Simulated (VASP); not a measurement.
```xyz
5
Lattice="-2.0808 2.0808 4.7868 2.0808 -2.0808 4.7868 2.0808 2.0808 -4.7868" Properties=species:S:1:pos:R:3 pbc="T T T"
Gd     0.0000     0.0000     0.0000
Si     0.0000     0.0000     3.5087
Si     0.0000     0.0000     6.0648
Ru     2.0808     0.0000     2.3934
Ru     0.0000     2.0808     2.3934
```

Method: PBEsol GGA, VASP's PBE PAW potentials (set 64) (plane waves; VASP). Run with 300 eV cut-off, 5×5×5 Γ-centred mesh, Gaussian smearing of 0.27 eV, potentials Gd Si Ru_pv.

At this cut-off the stress carries a Pulay error, which pulls relaxed volumes low. The run has a spin-polarised start.

Question: Give the force on each atom (eV/Å).

Answer: 
```
atom     Fx     Fy      Fz
----  -----  -----  ------
Gd1   0.000  0.000   0.000
Si2   0.000  0.000   0.203
Si3   0.000  0.000  -0.203
Ru4   0.000  0.000   0.000
Ru5   0.000  0.000   0.000
```

Question: Give the stress tensor in GPa (positive for a compressed cell).

Answer: 
```
-1.74   0.00   0.00
 0.00  -1.74   0.00
 0.00   0.00  -1.23
```
The pressure is its mean diagonal, -1.57 GPa.

The structure comes from a computed database's GdRu2Si2 entry (I4/mmm); how it stands against other phases isn't given here. The cell was not relaxed at this level. The k-mesh is coarse (spacing up to 0.43 per Å, 2π included), so the numbers may not be converged in it.
